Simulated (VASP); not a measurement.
Input:

```
SnS2
1.0
    1.91616    -3.31889     0.00000
    1.91616     3.31889     0.00000
    0.00000     0.00000     6.00292
Sn S
1 2
Direct
  0.00000   0.00000   0.00000
  0.33333   0.66667   0.24992
  0.66667   0.33333   0.75008
```

Computed with vdW-DF2, VASP's PBE PAW potentials (set 64) (plane waves; VASP). Settings: 520 eV cut-off, 8×8×4 Γ-centred mesh, tetrahedra with Blöchl corrections, potentials Sn_d S.

The cores are frozen, which limits the accuracy of field gradients.

Q: Give the principal components of the electric field gradient (V/Å²) and the asymmetry η at each nucleus.

A: 
```json
[
 {"atom": "Sn1", "Vxx": "-8.9", "Vyy": "-8.9", "Vzz": "17.7", "η": "0.00"},
 {"atom": "S2", "Vxx": "27.7", "Vyy": "27.7", "Vzz": "-55.5", "η": "0.00"},
 {"atom": "S3", "Vxx": "27.7", "Vyy": "27.7", "Vzz": "-55.5", "η": "0.00"}
]
```

The compound is SnS2 in the 1T layered structure. It was relaxed first, which changed the volume by +12 %.
